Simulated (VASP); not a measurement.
A VASP calculation is set up with these files.

INCAR:
```
ALGO  =  Normal
EDIFF  =  1E-7
ENCUT  =  520
GGA  =  RE
ISIF  =  2
ISMEAR  =  0
LASPH  =  .TRUE.
LCHARG  =  .FALSE.
LREAL  =  .FALSE.
LWAVE  =  .FALSE.
NELM  =  100
PREC  =  Accurate
SIGMA  =  0.05
SYSTEM  =  K2S
```

POSCAR:
```
K2S
1
    0.0000000000     3.7956527970     3.7956527970
    3.7956527970     0.0000000000     3.7956527970
    3.7956527970     3.7956527970     0.0000000000
K S
2 1
Direct
  0.2500000000   0.2500000000   0.2500000000
  0.7500000000   0.7500000000   0.7500000000
  0.0000000000   0.0000000000   0.0000000000
```

File KPOINTS:
```
Automatic mesh
0
Gamma
5 5 5
0 0 0
```

POTCAR, in this order: K_sv S (PBE.64 set). Program: vasp_std.

Problem. Translate this revPBE calculation to Quantum ESPRESSO's pw.x.

Solution. One equivalent input (not run):
```
&CONTROL
  calculation = 'scf'
  pseudo_dir = './pseudo'
  outdir = './out'
  tprnfor = .true.
  tstress = .true.
/
&SYSTEM
  ibrav = 0
  nat = 3
  ntyp = 2
  ecutwfc = 74
  occupations = 'smearing'
  smearing = 'gaussian'
  degauss = 0.003675
  input_dft = 'revpbe'
/
&ELECTRONS
  conv_thr = 7.3e-09
  electron_maxstep = 100
/
ATOMIC_SPECIES
  K 39.098 K.upf
  S 32.060 S.upf
CELL_PARAMETERS angstrom
     0.0000000    3.7956528    3.7956528
     3.7956528    0.0000000    3.7956528
     3.7956528    3.7956528    0.0000000
ATOMIC_POSITIONS crystal
  K    0.2500000  0.2500000  0.2500000
  K    0.7500000  0.7500000  0.7500000
  S    0.0000000  0.0000000  0.0000000
K_POINTS automatic
  5 5 5 0 0 0
```
Limits of the translation: the potentials are each code's own (VASP's PAW set, PseudoDojo norm-conserving files in pw.x), so ENCUT and ecutwfc are chosen apart and not converted; conv_thr bounds pw.x's estimated SCF error, while EDIFF bounds the energy change between steps.

The compound is K2S in the antifluorite structure. It was relaxed first, which changed the volume by +8 %.
